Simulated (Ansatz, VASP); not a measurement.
# GaGeMo (GaGeMo in the AlB2 type): VASP beside Ansatz

Aim: how closely do two programs agree when they are given the same cell, functional and k mesh? The cell is generated by rule, not measured, and may not be a known phase. The cell is taken from a series of runs on this material, whose earlier steps may have relaxed, scaled, displaced or heated it; both programs get it as it stands.

Program: Ansatz 0.2.0. Level of theory: plane waves, with VASP 6.6.1 beside it; LDA. Results are calculated unless marked as measured.

The structure was built from a prototype and need not be the compound's stable phase.

### Step 1. The structure

It takes space group P-6m2 (No. 187, hexagonal). Conventional cell: a = 3.992 Å, b = 3.992 Å, c = 4.191 Å, α = 90.00°, β = 90.00°, γ = 120.00°. Nearest to Mo lie 6 Ga at 3.11 Å and 6 Ge at 3.11 Å. Nearest to Ga lie 3 Ge at 2.30 Å and 6 Mo at 3.11 Å. Nearest to Ge lie 3 Ga at 2.30 Å and 6 Mo at 3.11 Å. Farther neighbours are not listed.

### Step 2. Ansatz: single point, LDA

Ansatz runs on its PAW soft_1 files.

A single point takes one fixed geometry, so differences don't come from the geometry; what else differs is listed under the comparison.

Contents of input.yaml:

```yaml
crystal:
  lattice:
    - [3.99153, 0.0, 0.0]
    - [-1.99576, 3.45677, 0.0]
    - [0.0, 0.0, 4.19111]
  atoms:
    - { symbol: Mo, position: [0.0, 0.0, 0.0] }
    - { symbol: Ga, position: [0.33333333, 0.66666667, 0.5] }
    - { symbol: Ge, position: [0.66666667, 0.33333333, 0.5] }
kpoints:
  mp_grid: { grid: [6, 6, 4] }
hamiltonian:
  xc: lda
  pseudopotentials: { kind: paw, azcp: { folder: soft_1 }, xc_functional: pbe }
scf:
  occupations: { method: gaussian, width: 0.1 }
output:
  forces: true
  stress: true
  eigenvalues: true
```

Started as:

```
> ansatz run input.yaml --threads 4 --pin off --max-ram 12288MiB --backend cpu --events-out ev --progress --plain --runs-dir out
```

Numbers of over 12 decimals in the logs are rounded to 6 here.

The program printed:

```text
Engine: ansatz 0.2.0, aarch64-unknown-linux-gnu
Pseudopotentials: kind: paw
Pseudopotential: Mo, paw, valence charge 14, recommended cutoff 420 eV (normal), soft_1/Mo.paw.azcp
Pseudopotential: Ga, paw, valence charge 13, recommended cutoff 420 eV (normal), soft_1/Ga.paw.azcp
Pseudopotential: Ge, paw, valence charge 14, recommended cutoff 420 eV (normal), soft_1/Ge.paw.azcp
Functional definition: SPW92
  exchange = slater_x
  correlation = pw_c
Crystal: 3 atoms, lattice volume = 57.828 Å³
Basis set: ecut = 420 eV, 1131 PW (Γ)
Bands: 25, of which v1, the nominal top of the filled ones, is band 21 counted from 1 (20 counted from 0)
Symmetry: 12 space group operations
Space group: P-6m2 (ITA 187), of the structure as read, at distance tolerance 3.9e-5 Å
k-points: 21 of 144 (time reversal used)
Non-local potential: Mo, projectors of the file, l = 0: 3, l = 1: 2, l = 2: 2, l = 3: 1
Non-local potential: Ga, projectors of the file, l = 0: 2, l = 1: 2, l = 2: 3, l = 3: 1
Non-local potential: Ge, projectors of the file, l = 0: 2, l = 1: 2, l = 2: 3, l = 3: 1
PAW form: soft (Blöchl's): semilocal exchange-correlation on the pseudo side does not see the compensation charge
PAW frozen core: Mo, regenerated for the run's functional, and the local potential with it (the file was generated under x = pbe(κ = 0.804, μ = 0.219515), c = pbe(β = 0.066725))
PAW frozen core: Ga, regenerated for the run's functional, and the local potential with it (the file was generated under x = pbe(κ = 0.804, μ = 0.219515), c = pbe(β = 0.066725))
PAW frozen core: Ge, regenerated for the run's functional, and the local potential with it (the file was generated under x = pbe(κ = 0.804, μ = 0.219515), c = pbe(β = 0.066725))
PAW one-centre angular grid: Mo, 590 points (default); XC on 64 Gauss nodes
PAW one-centre angular grid: Ga, 590 points (default); XC on 64 Gauss nodes
PAW one-centre angular grid: Ge, 590 points (default); XC on 64 Gauss nodes
Initial density: superposition of atomic densities (chi_scale 0.1, normalization cell, long waves kept (reshape's long-wave potential 0.00 eV rms))
Initial wavefunctions: pseudopotential atomic-orbital guess
Functional: x = slater, c = lda
SCF iter   1: F=—  HF=-12764.626577 eV  |F-HF|=—  |Δ(HF+E_count)|=         —  Δρ=1.10e-1  dr2=1.68e1  ethr=3.10e-3  ⟨swp⟩=5.2  Hψ=1977  notcnv=0
preconditioner: auto → Kerker (q_TF=auto, 2.576 Å⁻¹)  [metal: Δε(μ)=0.045 eV  Ē_g=16.662 eV  σ=0.100 eV  W_gap=0.25  n_scr=20 (ndim 8)  ℏωp=28.1 eV  f_vac=0.000  D(μ)=4.64/eV (n_scr^D=58)]
SCF iter   2: F=—  HF=-12762.047250 eV  |F-HF|=—  |Δ(HF+E_count)|=    2.58e0  Δρ=2.44e-2  dr2=1.81e-1  ethr=3.10e-3  ⟨swp⟩=3.0  Hψ=1261  notcnv=0  defer=3
SCF iter   3: F=—  HF=-12762.000270 eV  |F-HF|=—  |Δ(HF+E_count)|=   4.70e-2  Δρ=1.56e-2  dr2=8.70e-2  ethr=4.40e-4  ⟨swp⟩=2.1  Hψ=1118  notcnv=0  defer=1
SCF iter   4: F=—  HF=-12761.988322 eV  |F-HF|=—  |Δ(HF+E_count)|=   1.19e-2  Δρ=4.09e-3  dr2=7.61e-3  ethr=2.12e-4  ⟨swp⟩=2.0  Hψ=854  notcnv=0  defer=1
SCF iter   5: F=—  HF=-12761.983555 eV  |F-HF|=—  |Δ(HF+E_count)|=   4.77e-3  Δρ=1.20e-3  dr2=1.01e-3  ethr=1.86e-5  ⟨swp⟩=2.2  Hψ=859  notcnv=0  defer=1
SCF iter   6: F=—  HF=-12761.983618 eV  |F-HF|=—  |Δ(HF+E_count)|=   6.35e-5  Δρ=6.67e-4  dr2=1.81e-4  ethr=2.45e-6  ⟨swp⟩=2.0  Hψ=845  notcnv=0  defer=1
SCF iter   7: F=—  HF=-12761.983503 eV  |F-HF|=—  |Δ(HF+E_count)|=   1.15e-4  Δρ=1.57e-4  dr2=1.62e-5  ethr=4.42e-7  ⟨swp⟩=2.0  Hψ=833  notcnv=0  defer=1
SCF iter   8: F=—  HF=-12761.983498 eV  |F-HF|=—  |Δ(HF+E_count)|=   4.85e-6  Δρ=4.92e-5  dr2=1.90e-6  ethr=3.95e-8  ⟨swp⟩=2.0  Hψ=753  notcnv=0  defer=1
SCF iter   9: F=—  HF=-12761.983498 eV  |F-HF|=—  |Δ(HF+E_count)|=   2.00e-7  Δρ=1.84e-5  dr2=2.77e-7  ethr=4.63e-9  ⟨swp⟩=3.0  Hψ=969  notcnv=0  defer=1
SCF iter  10: F=-12761.983498 eV  HF=-12761.983498 eV  |F-HF|=1.50e-9  |Δ(HF+E_count)|=   5.18e-8  Δρ=5.44e-6  dr2=1.15e-8  ethr=2.44e-10  ⟨swp⟩=4.3  Hψ=1725  notcnv=0
SCF 1 converged in 10 iterations: F = -12761.983498 eV  dr2 = 1.15e-8
  greatest PAW one-centre occupation: 0.998 electrons in one spin orbital (limit 2), on the Ge atom at site 2 (counted from 0), in its partial waves of l = 2
SCF converged after 10 iterations
Free energy (F): -12761.983498 eV
Harris-Foulkes:  -12761.983498 eV  (|F-HF|=1.50e-9)
Internal energy: -12761.958472 eV  (E = F + TS)
E sigma→0 (E₀):  -12761.970985 eV
Entropy (-TS):   -0.025026 eV (-8.342 meV/atom)
Fermi energy:    12.132030 eV
--- Per-component energies (eV) ---
  E_band       = -296.929201
  E_kinetic    = 621.971843
  E_local      = -4456.705993  (includes V_loc(G=0)·N_el)
  E_nonlocal   = 287.367995
  E_hartree    = 2227.495491
  E_xc         = -305.595943
  E_vxc        = -336.042343  (∫ρ·V_xc dr)
  E_paw        = -6950.359797  (= ΣΔE_a)
  E_vpaw       = -868.510090  (= ΣTr[D̂ρ^β])
  E_aug_tail   = -0.000182  (compensation charges beyond the density's cutoff)
  E_ewald      = -4190.241508
  E_core_change = 4.109623  (= ΣΔE_core)
  E_smearing   = -0.025026  (= −TS)
  E_closure    = 0.000000  (closes the sum)
  Σ components = -12761.983498   (vs F -12761.983498, Δ=0.00e0)
--- Forces (eV/Å), atoms counted from 1 ---
  atom   1  Mo     0.00000000     0.00000000     0.00000000
  atom   2  Ga    -0.00000000    -0.00000000     0.00000000
  atom   3  Ge     0.00000000     0.00000000     0.00000000
  max |Σ_I F_I| component: 1.60e-16 eV/Å
--- Stress (GPa, compression-positive) ---
       -6.840867       0.000000      -0.000000
        0.000000      -6.840867      -0.000000
       -0.000000      -0.000000     -26.449878
  P = ⅓ Tr σ = -13.3772 GPa (-133.772 kbar)
--- Band table (eV; the first three rows and the last of 21) ---
  k-point 0: bands = [... 17 lower, 9.7930, 10.0484, 11.7856, 11.7856, 12.1756, 13.5227, 13.5227, 14.4567]
  k-point 1: bands = [... 17 lower, 10.1168, 11.2023, 11.2023, 11.2804, 12.6663, 12.7944, 12.7944, 16.4363]
  k-point 2: bands = [... 17 lower, 10.7314, 11.2374, 11.2374, 11.4277, 11.4277, 11.8689, 13.1072, 16.5913]
  k-point 20: bands = [... 17 lower, 9.0654, 9.6472, 12.2664, 12.4554, 12.8633, 13.1052, 13.4261, 13.5891]
```

In the SCF lines HF is the Harris–Foulkes energy and dr2 the Hartree energy of the density residual, in eV; the loop may stop once dr2 is under the threshold and the program's other checks hold. Hψ counts applications of the Hamiltonian.

The run ends at a pressure of -13.38 GPa.

### Step 3. VASP: single point, LDA

The same cell, functional (in two slightly different forms), mesh and smearing now go to VASP, with its own data sets.

Lines of VASP's logs that name or quote its potential files are left out, and so is its time.

Contents of INCAR:

```
SYSTEM = GaGeMo
PREC = Accurate
ENCUT = 500
EDIFF = 1E-06
NELM = 120
ISMEAR = 0
SIGMA = 0.1
LREAL = .FALSE.
ALGO = Normal
GGA = PW92
NBANDS = 26
LASPH = .TRUE.
LORBIT = 11
LWAVE = .FALSE.
LCHARG = .FALSE.
ISIF = 2
GGA_COMPAT = .FALSE.
```

Contents of POSCAR:

```
GaGeMo
1.0
    3.9915300000      0.0000000000      0.0000000000
   -1.9957600000      3.4567700000      0.0000000000
    0.0000000000      0.0000000000      4.1911100000
Mo Ga Ge
1 1 1
Direct
    0.0000000000      0.0000000000      0.0000000000
    0.3333333333      0.6666666667      0.5000000000
    0.6666666667      0.3333333333      0.5000000000
```

Contents of KPOINTS:

```
Automatic mesh
0
Gamma
6 6 4
0 0 0
```

The projector-augmented-wave data sets are Mo_sv, Ga_d and Ge_d (LDA family, release 64).

Started as:

```
> mpirun -np 1 vasp_std
```

The program printed:

```text
[banner, memory and clock lines left out]
running    1 mpi-ranks, on    1 nodes
 distrk:  each k-point on    1 cores,    1 groups
 distr:  one band on    1 cores,    1 groups

 POSCAR found type information on POSCAR MoGaGe
 POSCAR found :  3 types and       3 ions
|                                                                             |
|               ----> ADVICE to this user running VASP <----                  |
|                                                                             |
|     You enforced a specific xc type in the INCAR file but a different       |
|     [... a line on the potential file left out ...]
|     I HOPE YOU KNOW WHAT YOU ARE DOING!                                     |
|                                                                             |

 LDA part: xc-table for (Slater(with rela. corr.)+PW92), standard interpolation
 POSCAR, INCAR and KPOINTS ok, starting setup
 FFT: planning ... GRIDC
 FFT: planning ... GRID_SOFT
 FFT: planning ... GRID
 WAVECAR not read
 entering main loop
       N       E                     dE             d eps       ncg     rms          rms(c)
DAV:   1     0.379958630737E+03    0.37996E+03   -0.20135E+04  1176   0.324E+03
DAV:   2     0.269817539566E+02   -0.35298E+03   -0.34683E+03  1132   0.670E+02
DAV:   3    -0.169753423860E+02   -0.43957E+02   -0.43100E+02  1304   0.174E+02
DAV:   4    -0.185676445553E+02   -0.15923E+01   -0.15715E+01  1236   0.356E+01
DAV:   5    -0.186038598825E+02   -0.36215E-01   -0.35434E-01  1336   0.565E+00    0.811E+00
DAV:   6    -0.180418530874E+02    0.56201E+00   -0.20623E+01  1184   0.157E+01    0.556E+00
DAV:   7    -0.173560222345E+02    0.68583E+00   -0.49425E+00  1254   0.115E+01    0.145E+00
DAV:   8    -0.173422838437E+02    0.13738E-01   -0.12222E-01  1384   0.271E+00    0.546E-01
DAV:   9    -0.173384409752E+02    0.38429E-02   -0.14005E-02  1320   0.753E-01    0.126E-01
DAV:  10    -0.173381301139E+02    0.31086E-03   -0.13037E-03  1364   0.327E-01    0.389E-02
DAV:  11    -0.173381288345E+02    0.12794E-05   -0.42803E-05  1444   0.575E-02    0.210E-02
DAV:  12    -0.173381284752E+02    0.35927E-06   -0.27970E-06  1122   0.167E-02
   1 F= -.17338128E+02 E0= -.17325742E+02  d E =-.247732E-01
```

OUTCAR, selected parts (step 3):

```text
ion  position               nearest neighbor table
   1  0.000  0.000  0.000-   2 3.11   3 3.11   2 3.11   3 3.11   3 3.11   3 3.11   2 3.11   2 3.11
                             3 3.11   3 3.11   2 3.11   2 3.11
   2  0.333  0.667  0.500-   3 2.30   3 2.30   3 2.30   1 3.11   1 3.11   1 3.11   1 3.11   1 3.11
                             1 3.11
   3  0.667  0.333  0.500-   2 2.30   2 2.30   2 2.30   1 3.11   1 3.11   1 3.11   1 3.11   1 3.11
                             1 3.11

  LATTYP: Found a hexagonal cell.
 ALAT       =     3.9915300000
 C/A-ratio  =     1.0500008769

 Subroutine GETGRP returns: Found 12 space group operations
 (whereof 12 operations were pure point group operations)

The static configuration has the point symmetry D_3h.

 Found     21 irreducible k-points:

   k-points           NKPTS =     21   k-points in BZ     NKDIM =     21   number of bands    NBANDS=     26

   dimension x,y,z NGX =    30 NGY =   30 NGZ =   32
   dimension x,y,z NGXF=    60 NGYF=   60 NGZF=   64

   ENCUT  =  500.0 eV  36.75 Ry    6.06 a.u.   7.28  7.28  7.64*2*pi/ulx,y,z

   NELECT =      41.0000    total number of electrons

 k-points in reciprocal lattice and weights: Automatic mesh
   0.00000000  0.00000000  0.00000000       0.007
   0.16666667 -0.00000000  0.00000000       0.042
   0.33333333  0.00000000  0.00000000       0.042
   0.50000000  0.00000000  0.00000000       0.021
   0.16666667  0.16666667  0.00000000       0.042
   0.33333333  0.16666667  0.00000000       0.083
   0.33333333  0.33333333  0.00000000       0.014
   0.00000000  0.00000000  0.25000000       0.014
   0.16666667 -0.00000000  0.25000000       0.083
[...]
0.33333333  0.16666667  0.50000000       0.083
   0.33333333  0.33333333  0.50000000       0.014

 average (electrostatic) potential at core
       1 -74.8513       2 -64.8699       3 -73.3592

 E-fermi :   7.1744

 k-point     1 :       0.0000    0.0000    0.0000
  band No.  band energies     occupation
    ...
     17       4.7414      2.00000
     18       4.8338      2.00000
     19       5.0886      2.00000
     20       6.8251      2.00000
     21       6.8251      2.00000
     22       7.2389      0.36181
     23       8.5627      0.00000
     24       8.5627      0.00000
     25       9.5175      0.00000
     26      10.1103      0.00000

 k-point     2 :       0.1667   -0.0000    0.0000
  band No.  band energies     occupation
    ...
     16       3.0389      2.00000
     17       4.6245      2.00000
     18       4.6468      2.00000
     19       5.2174      2.00000
     20       6.7650      2.00000
     21       7.2538      0.26132
     22       7.4317      0.00027
     23       7.7446      0.00000
     24       8.2542      0.00000
     25       9.9179      0.00000
    ...

 k-point     3 :       0.3333    0.0000    0.0000
  band No.  band energies     occupation
    ...
     16       0.5767      2.00000
     17       4.3529      2.00000
     18       4.4196      2.00000
     19       5.0234      2.00000
     20       6.6497      2.00000
     21       7.2371      0.37519
     22       7.3628      0.00773
     23       8.2816      0.00000
     24       8.4869      0.00000
     25      11.1592      0.00000
    ...

  Total       -2.4455272     -2.4455323     -9.5668913     -0.0000035      0.0000000      0.0000000
  in kB      -67.7554339    -67.7555758   -265.0589549     -0.0000980      0.0000000      0.0000000
  external PRESSURE =    -133.5233215 kB  Pullay stress =       0.0000000 kB

  energy-cutoff  :      500.00
  volume of cell :       57.83
      direct lattice vectors                 reciprocal lattice vectors
     3.991530000  0.000000000  0.000000000     0.250530498  0.144643337  0.000000000
    -1.995760000  3.456770000  0.000000000     0.000000000  0.289287398  0.000000000
     0.000000000  0.000000000  4.191110000     0.000000000  0.000000000  0.238600275

 POSITION                                       TOTAL-FORCE (eV/Angst)
 -----------------------------------------------------------------------------------
      0.00000      0.00000      0.00000        -0.000000      0.000000      0.000000
      0.00000      2.30451      2.09556         0.000000     -0.000000      0.000000
      1.99577      1.15226      2.09556        -0.000000     -0.000000      0.000000
 -----------------------------------------------------------------------------------
    total drift:                               -0.000007      0.000006      0.000000

  FREE ENERGIE OF THE ION-ELECTRON SYSTEM (eV)
  ---------------------------------------------------
  free  energy   TOTEN  =       -17.3381284752 eV

  energy  without entropy=      -17.3133553006  energy(sigma->0) =      -17.32574189

 total charge
# of ion       s       p       d       tot
------------------------------------------
    1        2.157   6.027   3.885  12.069
    2        0.901   0.921  10.010  11.833
    3        1.136   1.288  10.057  12.480
--------------------------------------------------
tot          4.194   8.236  23.953  36.383

[... 3 further parts left out ...]
```

The run ends at a pressure of -13.35 GPa.

### Step 4. Side by side

Known differences besides the potentials themselves: the cutoff is 420 eV in Ansatz and 500 eV in VASP; VASP's log shows a relativistic correction to its local exchange, Ansatz's none. Total energies have different zeros and are not compared.

Both answers:

| quantity | Ansatz | VASP | difference |
| --- | --- | --- | --- |
| pressure (GPa) | -13.38 | -13.35 | -0.02 |

### Step 5. Results

```
difference in pressure (single point, LDA) : -0.025 GPa
```

The difference in pressure is -0.025 GPa (single point, LDA), within the 1 GPa picked in this series as the mark of a large difference. Such differences can come from data sets, numerical settings and the points named under the comparisons, not from the functional's error against experiment.

[Lines on the potential files, build, host, timing and source positions are cut from VASP's logs without a mark.]

[Logs are printed without paths, hosts, clocks, repeated set-up lines and the standing remarks that a program may print on its own settings, such as how far it seeks lower states.]

[Hosts, paths, dates, database ids (printed as entryN), source tags and the programs' standing remarks are cut or masked in the printed files.]
